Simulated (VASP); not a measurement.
```yaml
crystal:
  lattice:
    - [1.55551, -2.82996, 0.00000]
    - [1.55551, 2.82996, 0.00000]
    - [0.00000, 0.00000, 5.06456]
  atoms:
    - { symbol: Hf, position: [0.33333, 0.66667, 0.25000] }
    - { symbol: Hf, position: [0.68599, 0.35266, 0.75000] }
```

Level of theory: PBE GGA, VASP's PBE PAW potentials (set 64) (plane waves; VASP 6.6.1). Run with 400 eV cut-off, 13×13×8 Γ-centred mesh, first-order Methfessel-Paxton smearing of 0.10 eV, potentials Hf_pv.

Question: Give the force on each atom (eV/Å).

Answer: 
```tsv
atom	Fx	Fy	Fz
Hf1	0.147	-0.123	0.000
Hf2	-0.147	0.123	0.000
```

Question: Give the stress tensor in GPa (positive for a compressed cell).

Answer: 
```
 4.59  -0.59   0.00
-0.59  -2.65   0.00
 0.00   0.00   0.11
```
The pressure is its mean diagonal, 0.68 GPa.

The compound is Hf in the hcp structure. The cell was not relaxed at this level, atoms are displaced from their ideal sites. The run is one of a series of settings (KPOINTS 13×13×8 Γ-centred mesh against the base run), some of them coarse on purpose.
